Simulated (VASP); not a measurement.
Consider the following.

```
SnC3
1.0
    5.02129     0.71141     0.71141
    0.71141     5.02129     0.71141
    0.71141     0.71141     5.02129
Sn C
2 6
Direct
  0.99901   0.99901   0.99901
  0.25099   0.25099   0.25099
  0.49187   0.49187   0.89257
  0.75813   0.75813   0.35743
  0.49187   0.89257   0.49187
  0.75813   0.35743   0.75813
  0.89257   0.49187   0.49187
  0.35743   0.75813   0.75813
```

Calculation: PBEsol GGA, VASP's PBE PAW potentials (set 64) (plane waves; VASP). Settings: 520 eV cut-off, Gaussian smearing of 0.050 eV, potentials Sn_d C.

Unless said otherwise, spin-orbit coupling is left out, though it shifts the bands of the heavy elements here.

Task: Give the energies of bands 17 to 30 at the high-symmetry points, in eV from the valence-band maximum.

Result: 
| band | Γ | T | H2 | L | S0 | F |
|---|---|---|---|---|---|---|
| 17 | -7.08 | -8.48 | -8.48 | -6.98 | -7.00 | -7.00 |
| 18 | -6.70 | -6.66 | -6.66 | -6.78 | -6.94 | -6.94 |
| 19 | -4.60 | -5.77 | -5.77 | -4.91 | -5.50 | -5.50 |
| 20 | -3.20 | -2.95 | -2.95 | -4.53 | -5.41 | -5.41 |
| 21 | -3.20 | -2.95 | -2.95 | -3.46 | -3.77 | -3.77 |
| 22 | -2.58 | -2.46 | -2.46 | -3.14 | -3.33 | -3.33 |
| 23 | -2.58 | -2.46 | -2.46 | -3.06 | -3.20 | -3.20 |
| 24 | -2.40 | -1.06 | -1.06 | -2.47 | -2.16 | -2.16 |
| 25 | -1.01 | -0.99 | -0.99 | -2.07 | -0.74 | -0.74 |
| 26 | -1.01 | -0.99 | -0.99 | -1.10 | 0.00 | 0.00 |
| 27 | 1.59 | 1.55 | 1.55 | 2.87 | 1.88 | 1.88 |
| 28 | 1.59 | 2.42 | 2.42 | 2.92 | 2.27 | 2.27 |
| 29 | 2.36 | 2.42 | 2.42 | 2.98 | 3.81 | 3.81 |
| 30 | 3.55 | 3.89 | 3.89 | 4.38 | 3.87 | 3.87 |

The gap is indirect, 1.45 eV, from the valence maximum at S0 to the conduction minimum at L-Γ at 0.73.

The structure was generated: Sn2C6 was put into an ordered model structure (R-3m), which need not be its known phase. It was relaxed first, which changed the volume by +51 %.
